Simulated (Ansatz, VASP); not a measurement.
**Zr4B3P3C4 (ZrC/BP/ZrC) in two plane-wave programs**

Aim: how closely do two programs agree when they are given the same cell, functional and k mesh? The structure shown is the end of the VASP relaxation below.

Method: plane waves, with VASP 6.6.1 beside it; single point at PBE, in Ansatz 0.2.0.

**1. Starting point**

The cell holds 14 atoms: 4 C, 4 Zr, 3 P and 3 B. Its edges and angles: a = 3.330 Å, b = 3.330 Å, c = 35.435 Å, α = 90.0°, β = 90.0°, γ = 120.0°. It derives from  (ZrC/BP/ZrC). Vacuum lies along c.

**2. VASP: relaxation, PBE**

This run makes the geometry at which the two programs are then compared.

Lines of VASP's logs that name or quote its potential files are left out, and so is its time.

File INCAR:

```
SYSTEM = Zr4B3P3C4
PREC = Normal
ENCUT = 400
EDIFF = 1E-05
NELM = 120
ISMEAR = -1
SIGMA = 0.1
LREAL = Auto
ALGO = Fast
GGA = PE
NBANDS = 58
LORBIT = 11
LWAVE = .FALSE.
LCHARG = .FALSE.
KPAR = 4
IBRION = 2
NSW = 60
ISIF = 2
EDIFFG = -0.03
POTIM = 0.4
MAXMIX = 40
IDIPOL = 3
LDIPOL = .TRUE.
DIPOL = 0.5 0.5 0.501
```

File POSCAR:

```
Zr4B3P3C4
1.0
    3.3300000000      0.0000000000      0.0000000000
   -1.6650000000      2.8838645946      0.0000000000
    0.0000000000      0.0000000000     35.4345095304
C Zr P B
4 4 3 3
Direct
    0.0000000000      0.0000000000      0.2257686111
    0.6666666700      0.3333333300      0.3025183703
    0.3333333300      0.6666666700      0.6974816297
    0.0000000000      0.0000000000      0.7742313889
    0.3333333300      0.6666666700      0.2641434907
    0.0000000000      0.0000000000      0.3408932499
    0.0000000000      0.0000000000      0.6591067501
    0.6666666700      0.3333333300      0.7358565093
    0.0000000000      0.0000000000      0.4218877391
    0.3333333300      0.6666666700      0.4942056810
    0.6666666700      0.3333333300      0.5665236230
    0.3333333300      0.6666666700      0.4399672246
    0.6666666700      0.3333333300      0.5122851665
    0.0000000000      0.0000000000      0.5846031084
```

File KPOINTS:

```
Automatic mesh
0
Gamma
9 9 1
0 0 0
```

Potentials, in the order of the species: C, Zr_sv, P and B (PBE family, release 64).

Run with:

```console
mpirun -np 4 vasp_std
```

Numbers of over 12 decimals in the logs are rounded to 6 here.

Output:

```text
[banner, memory and clock lines left out]
running    4 mpi-ranks, on    1 nodes
 distrk:  each k-point on    1 cores,    4 groups
 distr:  one band on    1 cores,    1 groups

 POSCAR found type information on POSCAR C ZrP B
 POSCAR found :  4 types and      14 ions
 LDA part: xc-table for (Slater+PW92), standard interpolation
 POSCAR, INCAR and KPOINTS ok, starting setup
 FFT: planning ... GRIDC
 FFT: planning ... GRID_SOFT
 FFT: planning ... GRID
 WAVECAR not read
 entering main loop
       N       E                     dE             d eps       ncg     rms          rms(c)
DAV:   1     0.604040869901E+03    0.60404E+03   -0.37918E+04  1560   0.111E+03
DAV:   2    -0.492626008774E+02   -0.65330E+03   -0.63210E+03  1654   0.326E+02
DAV:   3    -0.113597789042E+03   -0.64335E+02   -0.63060E+02  2112   0.806E+01
DAV:   4    -0.119726591603E+03   -0.61288E+01   -0.61081E+01  2328   0.216E+01
DAV:   5    -0.120190711335E+03   -0.46412E+00   -0.46401E+00  2128   0.497E+00    0.373E+01
RMM:   6    -0.203392854052E+03   -0.83202E+02   -0.13158E+02  1665   0.233E+01    0.327E+01
RMM:   7    -0.282967039412E+03   -0.79574E+02   -0.15740E+02  1945   0.293E+01    0.282E+01
RMM:   8    -0.292531868095E+03   -0.95648E+01   -0.18799E+02  1988   0.259E+01    0.277E+01
RMM:   9    -0.131095362312E+03    0.16144E+03   -0.15097E+01  1620   0.983E+00    0.201E+01
RMM:  10    -0.108961233308E+03    0.22134E+02   -0.10057E+01  1752   0.670E+00    0.126E+01
RMM:  11    -0.118179560360E+03   -0.92183E+01   -0.75327E+00  1922   0.594E+00    0.161E+01
RMM:  12    -0.105652751796E+03    0.12527E+02   -0.23452E+00  1768   0.380E+00    0.793E+00
RMM:  13    -0.104549977666E+03    0.11028E+01   -0.18977E+00  1997   0.266E+00    0.506E+00
RMM:  14    -0.104545699598E+03    0.42781E-02   -0.61697E-01  2115   0.171E+00    0.435E+00
[...]
RMM:  25    -0.104154883640E+03   -0.16451E-03   -0.33670E-04  1965   0.515E-02    0.636E-02
RMM:  26    -0.104154986429E+03   -0.10279E-03   -0.20245E-04  1751   0.376E-02    0.478E-02
RMM:  27    -0.104155106782E+03   -0.12035E-03   -0.12332E-04  1665   0.309E-02    0.171E-02
RMM:  28    -0.104155149554E+03   -0.42772E-04   -0.76602E-05  1428   0.234E-02    0.223E-02
RMM:  29    -0.104155175843E+03   -0.26289E-04   -0.46070E-05  1257   0.192E-02    0.115E-02
RMM:  30    -0.104155194822E+03   -0.18979E-04   -0.26178E-05  1075   0.165E-02    0.766E-03
RMM:  31    -0.104155209318E+03   -0.14496E-04   -0.24517E-05  1077   0.151E-02    0.448E-03
RMM:  32    -0.104155215024E+03   -0.57059E-05   -0.14955E-05   926   0.131E-02
   1 F= -.10415522E+03 E0= -.10397459E+03  d E =-.104155E+03
[... from here on, the cycles between the ionic steps are left out ...]
  20 F= -.10653514E+03 E0= -.10642760E+03  d E =-.192467E-01
  21 F= -.10654283E+03 E0= -.10643370E+03  d E =-.269370E-01
  22 F= -.10654471E+03 E0= -.10643615E+03  d E =-.288195E-01
[...]
WARNING in EDDRMM: call to ZHEGV failed, returncode =   6  3     27
  23 F= -.10654812E+03 E0= -.10644115E+03  d E =-.340453E-02
  24 F= -.10654820E+03 E0= -.10644102E+03  d E =-.348468E-02
  25 F= -.10654820E+03 E0= -.10644107E+03  d E =-.348499E-02
  26 F= -.10654881E+03 E0= -.10644193E+03  d E =-.607514E-03
  27 F= -.10654884E+03 E0= -.10644202E+03  d E =-.641425E-03
  28 F= -.10654940E+03 E0= -.10644240E+03  d E =-.559447E-03
  29 F= -.10654970E+03 E0= -.10644240E+03  d E =-.864913E-03
 curvature:  -3.91 expect dE=-0.950E-03 dE for cont linesearch -0.497E-06
 trial: gam= 0.67858 g(F)=  0.243E-03 g(S)=  0.000E+00 ort = 0.865E-05 (trialstep = 0.243E+01)
 search vector abs. value=  0.526E-03
 bond charge predicted
       N       E                     dE             d eps       ncg     rms          rms(c)
DAV:   1    -0.106549760734E+03   -0.59767E-04   -0.24515E-01  1392   0.203E+00    0.127E-01
RMM:   2    -0.106549859801E+03   -0.99067E-04   -0.40717E-03  1471   0.278E-01    0.533E-02
RMM:   3    -0.106549943657E+03   -0.83856E-04   -0.71247E-04  1753   0.898E-02    0.452E-02
RMM:   4    -0.106549982785E+03   -0.39128E-04   -0.13242E-04  1659   0.362E-02    0.304E-02
RMM:   5    -0.106550034188E+03   -0.51402E-04   -0.42666E-05  1133   0.173E-02    0.230E-02
RMM:   6    -0.106550052400E+03   -0.18212E-04   -0.13010E-05   956   0.105E-02    0.111E-02
RMM:   7    -0.106550062347E+03   -0.99472E-05   -0.13319E-05   886   0.908E-03
  30 F= -.10655006E+03 E0= -.10644263E+03  d E =-.357680E-03
 trial-energy change:   -0.000358  1 .order   -0.000336   -0.000607   -0.000066
 step:   2.7322(harm=  2.7322)  dis= 0.00635  next Energy=  -106.550045 (dE=-0.340E-03)
 reached required accuracy - stopping structural energy minimisation
```

OUTCAR, selected parts (step 2):

```text
ion  position               nearest neighbor table
   1  0.000  0.000  0.226-   5 2.35   5 2.35   5 2.35
   2  0.667  0.333  0.303-   5 2.35   6 2.35   5 2.35   6 2.35   6 2.35   5 2.35
   3  0.333  0.667  0.697-   8 2.35   7 2.35   8 2.35   7 2.35   7 2.35   8 2.35
   4  0.000  0.000  0.774-   8 2.35   8 2.35   8 2.35
   5  0.333  0.667  0.264-   2 2.35   1 2.35   2 2.35   1 2.35   1 2.35   2 2.35   6 3.33   6 3.33
                             6 3.33
   6  0.000  0.000  0.341-   2 2.35   2 2.35   2 2.35   9 2.87   5 3.33   5 3.33   5 3.33
   7  0.000  0.000  0.659-   3 2.35   3 2.35   3 2.35  14 2.64   8 3.33   8 3.33   8 3.33
   8  0.667  0.333  0.736-   3 2.35   4 2.35   3 2.35   4 2.35   4 2.35   3 2.35   7 3.33   7 3.33
                             7 3.33
   9  0.000  0.000  0.422-  12 2.03  12 2.03  12 2.03   6 2.87
  10  0.333  0.667  0.494-  12 1.92  13 2.03  13 2.03  13 2.03
  11  0.667  0.333  0.567-  13 1.92  14 2.03  14 2.03  14 2.03
  12  0.333  0.667  0.440-  10 1.92   9 2.03   9 2.03   9 2.03
  13  0.667  0.333  0.512-  11 1.92  10 2.03  10 2.03  10 2.03
  14  0.000  0.000  0.585-  11 2.03  11 2.03  11 2.03   7 2.64

  LATTYP: Found a hexagonal cell.
 ALAT       =     3.3300000000
 C/A-ratio  =    10.6409938530

 Subroutine GETGRP returns: Found  6 space group operations
 (whereof  6 operations were pure point group operations)

The static configuration has the point symmetry C_3v.

 Found     12 irreducible k-points:

   k-points           NKPTS =     12   k-points in BZ     NKDIM =     12   number of bands    NBANDS=     58

   dimension x,y,z NGX =    16 NGY =   16 NGZ =  180
   dimension x,y,z NGXF=    32 NGYF=   32 NGZF=  360

   ENCUT  =  400.0 eV  29.40 Ry    5.42 a.u.   5.43  5.43 57.78*2*pi/ulx,y,z

   NELECT =      88.0000    total number of electrons

 k-points in reciprocal lattice and weights: Automatic mesh
   0.00000000  0.00000000  0.00000000       0.012
   0.11111111 -0.00000000  0.00000000       0.074
   0.22222222  0.00000000  0.00000000       0.074
   0.33333333  0.00000000  0.00000000       0.074
   0.44444444  0.00000000  0.00000000       0.074
   0.11111111  0.11111111  0.00000000       0.074
   0.22222222  0.11111111  0.00000000       0.148
   0.33333333  0.11111111  0.00000000       0.148
   0.44444444  0.11111111  0.00000000       0.074
   0.22222222  0.22222222  0.00000000       0.074
   0.33333333  0.22222222  0.00000000       0.148
   0.33333333  0.33333333  0.00000000       0.025

 dipolmoment           0.000000      0.000000      0.001806 electrons x Angstroem

 average (electrostatic) potential at core
       1 -51.7131       2 -52.3328       3 -52.1347       4 -51.7512       5 -80.5817
       6 -81.6268       7 -81.3725       8 -80.5891       9 -86.7652      10 -87.2774
      11 -87.4845      12 -31.0564      13 -31.1782      14 -30.5524

 E-fermi :   1.5519

 k-point     1 :       0.0000    0.0000    0.0000
  band No.  band energies     occupation
    ...
     40       0.1500      2.00000
     41       0.2825      1.99999
     42       0.2826      1.99999
     43       0.9401      1.99560
     44       0.9401      1.99560
     45       2.0794      0.01018
     46       3.7080      0.00000
     47       3.7081      0.00000
     48       3.8966      0.00000
     49       3.8967      0.00000
    ...

 k-point     2 :       0.1111   -0.0000    0.0000
  band No.  band energies     occupation
    ...
     40       0.2391      2.00000
     41       0.3330      1.99999
     42       0.3445      1.99999
     43       0.4269      1.99997
     44       0.7002      1.99960
     45       2.0083      0.02061
     46       3.3135      0.00000
     47       3.5194      0.00000
     48       3.6270      0.00000
     49       3.8265      0.00000
    ...

 k-point     3 :       0.2222    0.0000    0.0000
  band No.  band energies     occupation
    ...
     41       0.5983      1.99986
     42       0.6581      1.99974
     43       0.7862      1.99905
     44       0.8795      1.99760
     45       1.5631      0.94360
     46       2.6585      0.00003
     47       2.9244      0.00000
     48       3.7264      0.00000
     49       3.7737      0.00000
     50       3.9461      0.00000
    ...

  Total        6.1235517      6.1235517     -0.9359236      0.0000000     -0.0000000     -0.0000000
  in kB       28.8315803     28.8315803     -4.4066184      0.0000000     -0.0000000     -0.0000000
  external PRESSURE =      17.7521807 kB  Pullay stress =       0.0000000 kB

  energy-cutoff  :      400.00
  volume of cell :      340.29
      direct lattice vectors                 reciprocal lattice vectors
     3.330000000  0.000000000  0.000000000     0.300300300  0.173378459  0.000000000
    -1.665000000  2.883864595  0.000000000     0.000000000  0.346756918  0.000000000
     0.000000000  0.000000000 35.434509530     0.000000000  0.000000000  0.028221076

 POSITION                                       TOTAL-FORCE (eV/Angst)
 -----------------------------------------------------------------------------------
      0.00000      0.00000      8.65461         0.000000     -0.000000     -0.001983
      1.66500      0.96129     11.24653         0.000000     -0.000000      0.029244
     -0.00000      1.92258     24.14778        -0.000000      0.000000     -0.007880
     -0.00000      0.00000     26.74283        -0.000000     -0.000000     -0.004663
     -0.00000      1.92258      9.46906         0.000000      0.000000     -0.010115
     -1.66500      2.88386     12.19856         0.000000     -0.000000      0.019010
      3.33000      0.00000     23.18537         0.000000     -0.000000     -0.004005
      1.66500      0.96129     25.91466         0.000000     -0.000000      0.012142
     -1.66500      2.88386     14.93760         0.000000      0.000000     -0.015246
     -0.00000      1.92258     17.57165         0.000000     -0.000000      0.024879
      1.66500      0.96129     20.22527        -0.000000      0.000000     -0.009311
     -0.00000      1.92258     15.57122         0.000000     -0.000000     -0.014187
      1.66500      0.96129     18.16887         0.000000     -0.000000     -0.015503
      0.00000      0.00000     20.69754         0.000000     -0.000000     -0.002384
 -----------------------------------------------------------------------------------
    total drift:                               -0.000011     -0.000009      0.018092

  FREE ENERGIE OF THE ION-ELECTRON SYSTEM (eV)
  ---------------------------------------------------
  free  energy   TOTEN  =      -106.5500623468 eV

  energy  without entropy=     -106.3352057758  energy(sigma->0) =     -106.44263406

 reached required accuracy - stopping structural energy minimisation

 vacuum level on the upper side and lower side of the slab         7.494         7.469

 total charge
# of ion       s       p       d       tot
------------------------------------------
    1        0.958   1.435   0.000   2.393
    2        0.901   1.506   0.000   2.407
    3        0.900   1.508   0.000   2.408
    4        0.958   1.429   0.000   2.387
    5        2.189   6.026   1.841  10.056
    6        2.214   6.007   1.796  10.017
    7        2.216   6.006   1.807  10.029
    8        2.189   6.024   1.830  10.042
    9        1.004   1.527   0.000   2.531
   10        0.999   1.522   0.000   2.521
   11        0.991   1.498   0.000   2.489
   12        0.657   1.150   0.000   1.808
   13        0.665   1.148   0.000   1.813
   14        0.666   1.194   0.000   1.860
--------------------------------------------------
tot         17.507  37.980   7.274  62.762

[... 3 further parts left out ...]
```

CONTCAR:

```
Zr4B3P3C4
   1.00000000000000
     3.3300000000000001    0.0000000000000000    0.0000000000000000
    -1.6650000000000000    2.8838645945999999    0.0000000000000000
     0.0000000000000000    0.0000000000000000   35.4345095303999997
  C               Zr              P               B
     4     4     3     3
Direct
     0.0000000000000000    0.0000000000000000    0.2442423221374279
     0.6666666699999979    0.3333333300000021    0.3173891737522748
     0.3333333300000021    0.6666666699999979    0.6814764092125638
     0.0000000000000000    0.0000000000000000    0.7547115174550938
     0.3333333300000021    0.6666666699999979    0.2672271869088918
     0.0000000000000000    1.0000000000000000    0.3442564357981918
     1.0000000000000000    0.0000000000000000    0.6543161877590012
     0.6666666699999979    0.3333333300000021    0.7313394888788420
     0.0000000000000000    1.0000000000000000    0.4215552284411618
     0.3333333300000021    0.6666666699999979    0.4958910163940906
     0.6666666699999979    0.3333333300000021    0.5707789405692502
     0.3333333300000021    0.6666666699999979    0.4394366859611645
     0.6666666699999979    0.3333333300000021    0.5127450325731702
     0.0000000000000000    0.0000000000000000    0.5841069167588744
```

(Part 1 of 2 ends here.)

[Lines on the potential files, build, host, timing and source positions are cut from VASP's logs without a mark.]

[Logs are printed without paths, hosts, clocks, repeated set-up lines and the standing remarks that a program may print on its own settings, such as how far it seeks lower states.]

[Hosts, paths, dates, database ids (printed as entryN), source tags and the programs' standing remarks are cut or masked in the printed files.]
